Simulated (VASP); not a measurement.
```
PbF2
1.0
    0.00000     2.94204     2.94204
    2.94204     0.00000     2.94204
    2.94204     2.94204     0.00000
Pb F
1 2
Direct
  0.00000   0.00000   0.00000
  0.25000   0.25000   0.25000
  0.75000   0.75000   0.75000
```

Calculation: optB86b-vdW, VASP's PBE PAW potentials (set 64) (plane waves; VASP). Settings: 520 eV cut-off, 6×6×6 Γ-centred mesh, Gaussian smearing of 0.050 eV, potentials Pb_d F.

Energy and stress use the plane-wave basis of the starting cell.

**Question.** The ions, cell shape and volume are relaxed. Give the cell that the relaxation ends in.

**Answer.** 
```
PbF2
1.0
    0.00000     2.96517     2.96517
    2.96517     0.00000     2.96517
    2.96517     2.96517     0.00000
Pb F
1 2
Direct
  0.00000   0.00000   0.00000
  0.25000   0.25000   0.25000
  0.75000   0.75000   0.75000
```
Space group Fm-3m (225), at a tolerance of 0.03 Å.

**Question.** How do energy and volume change from the first to the last step?

**Answer.** The energy (σ→0) changes by -2.4 meV/atom and the volume by +2.4 %, in 3 ionic steps.

The compound is PbF2 in the fluorite structure, the β form. This run relaxes it. Symmetry was kept, so distortions that lower it aren't found.
